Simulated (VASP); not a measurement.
Runs of VASP 6.6.1 on Rh. The structure is cubic, space group Fm-3m (No. 225). Conventional cell: a = 3.806 Å, b = 3.806 Å, c = 3.806 Å, α = 90.00°, β = 90.00°, γ = 90.00°. Rh (site symmetry m-3m) has 12 Rh at 2.69 Å as nearest neighbours. 

```csv
task,level,potentials or basis,cell,k mesh,cutoff (eV),mesh quality,gap on the mesh (eV),pressure (GPa),relaxed volume (Å³/atom)
relaxation of cell and atoms,RPBE,"VASP PAW PBE potentials, release 64 (Rh_pv)",relaxed,18 × 18 × 18,600,not flagged,none,0.0,(b)
relaxation of cell and atoms,LDA,"VASP PAW LDA potentials, release 64 (Rh_pv)",relaxed,18 × 18 × 18,600,not flagged,none,0.0,13.26
relaxation of cell and atoms,PBEsol,"VASP PAW PBE potentials, release 64 (Rh_pv)",relaxed,18 × 18 × 18,480,not flagged,none,0.0,13.50
relaxation of cell and atoms,PBEsol,"VASP PAW PBE potentials, release 64 (Rh_pv)",relaxed,18 × 18 × 18,300,not flagged,none,0.0,13.47
relaxation of cell and atoms,PBEsol,"VASP PAW PBE potentials, release 64 (Rh_pv)",relaxed,18 × 18 × 18,600,not flagged,none,0.0,(a)
relaxation of cell and atoms,PBEsol,"VASP PAW PBE potentials, release 64 (Rh)",relaxed,18 × 18 × 18,580,not flagged,none,0.0,(c)
single point,PBEsol,"VASP PAW PBE potentials, release 64 (Rh_pv)",as given,18 × 18 × 18,520,not flagged,none,-5.9,-
relaxation of cell and atoms,PBEsol,"VASP PAW PBE potentials, release 64 (Rh_pv)",relaxed,6 × 6 × 6,600,coarse,none,-0.1,13.57
```

Alike in all rows: no spin polarisation; smearing gaussian 0.1 eV.

Estimate the missing entries.

(a) 13.49; (b) 14.31; (c) 13.45.

Caveats: some runs use coarse meshes; the PAW data sets were made with another functional, which shifts forces and pressure a little (some runs); the cutoff is under 1.25 times the usual one of these potentials, so pressure, stress and relaxed cells hold a basis-set (Pulay) error (some runs).

A k mesh can miss the band edges, and the runs leave out spin-orbit coupling on Rh.

A gap of «none» marks a metal or a gap under the smearing width.

The runs don't all hold the same shells in valence.
